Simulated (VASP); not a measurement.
OSZICAR of a VASP run on Co (hcp):

File OSZICAR:
```
       N       E                     dE             d eps       ncg     rms          rms(c)
DAV:   1     0.847445846447E+02    0.84745E+02   -0.84039E+03 10180   0.163E+03
DAV:   2    -0.959301340399E+01   -0.94338E+02   -0.87152E+02  9907   0.259E+02
DAV:   3    -0.118108090424E+02   -0.22178E+01   -0.21614E+01 11881   0.562E+01
DAV:   4    -0.118452480177E+02   -0.34439E-01   -0.34430E-01 14274   0.537E+00
DAV:   5    -0.118455533242E+02   -0.30531E-03   -0.30530E-03 12342   0.477E-01    0.169E+01
DAV:   6    -0.989418917029E+01    0.19514E+01   -0.12084E+01 10894   0.733E+01    0.672E+00
DAV:   7    -0.962817578711E+01    0.26601E+00   -0.14663E+00 11489   0.242E+01    0.405E+00
DAV:   8    -0.960240616259E+01    0.25770E-01   -0.16986E-02 13977   0.146E+00    0.216E+00
DAV:   9    -0.958636444281E+01    0.16042E-01   -0.30959E-03 15157   0.103E+00    0.664E-01
DAV:  10    -0.958694499409E+01   -0.58055E-03   -0.20379E-03 13338   0.705E-01    0.132E-01
DAV:  11    -0.958704274313E+01   -0.97749E-04   -0.86574E-05 12991   0.109E-01    0.394E-02
DAV:  12    -0.958704169063E+01    0.10525E-05   -0.40481E-06 11761   0.251E-02    0.212E-02
DAV:  13    -0.958704134080E+01    0.34983E-06   -0.31327E-06 13716   0.278E-02    0.128E-02
DAV:  14    -0.958704126287E+01    0.77925E-07   -0.59536E-07 12845   0.105E-02
   1 F= -.95870413E+01 E0= -.95866837E+01  d E =-.958704E+01  mag=     2.9992
       N       E                     dE             d eps       ncg     rms          rms(c)
DAV:   1    -0.958747978128E+01   -0.43844E-03   -0.13391E-02 11181   0.100E+00    0.126E-01
DAV:   2    -0.958720034155E+01    0.27944E-03   -0.19753E-04 13518   0.250E-01    0.644E-02
DAV:   3    -0.958710062205E+01    0.99719E-04   -0.11978E-04 12719   0.134E-01    0.177E-02
DAV:   4    -0.958710596361E+01   -0.53416E-05   -0.97449E-06 11553   0.464E-02    0.448E-03
DAV:   5    -0.958710528519E+01    0.67842E-06   -0.62550E-07 13470   0.149E-02    0.282E-03
DAV:   6    -0.958710514571E+01    0.13949E-06   -0.12796E-07  5802   0.732E-03    0.132E-03
DAV:   7    -0.958710515492E+01   -0.92130E-08   -0.55025E-08  5328   0.242E-03
   2 F= -.95871052E+01 E0= -.95867768E+01  d E =-.638920E-04  mag=     3.0014
```

Task: Which electronic solver shows in the log?

Result: It is blocked Davidson (ALGO = Normal, or the opening steps of other solvers). The INCAR had ALGO = Normal.

Task: How was spin treated?

Result: Collinear spin (ISPIN = 2): the summary line carries one mag value, 3.00 μB in the cell.

Task: Can the final energy be trusted as converged?

Result: The calculation finished and met its thresholds. It stopped with EDIFF = 1E-7, NELM = 100, NSW = 30 and EDIFFG = -0.01 after 2 ionic steps (vdW-DF-cx, plane waves, VASP's PBE PAW potentials (set 64)).

The compound is Co in the hcp structure. This cell is one point of a volume scan, at 0.94 of the reference volume. Symmetry was kept, so distortions that lower it aren't found.
